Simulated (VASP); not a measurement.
Input:

```
InPd
1.0
    3.27420     0.00000     0.00000
    0.00000     3.27420     0.00000
    0.00000     0.00000     3.27420
In Pd
1 1
Direct
  0.50000   0.50000   0.50000
  0.00000   0.00000   0.00000
```

The numbers are results of optB88-vdW, VASP's PBE PAW potentials (set 64) (plane waves; VASP), not measurements. Run with 520 eV cut-off, 11×11×11 Γ-centred mesh, first-order Methfessel-Paxton smearing of 0.10 eV, potentials In_d Pd.

Give the stress tensor in GPa (positive for a compressed cell).

```
3.11  0.00  0.00
0.00  3.11  0.00
0.00  0.00  3.11
```
The pressure is its mean diagonal, 3.11 GPa.

The compound is PdIn in the CsCl type structure. This cell is one point of a volume scan, at 0.97 of the reference volume. The electron count is odd and the run is not spin-polarised, which forces a metal.
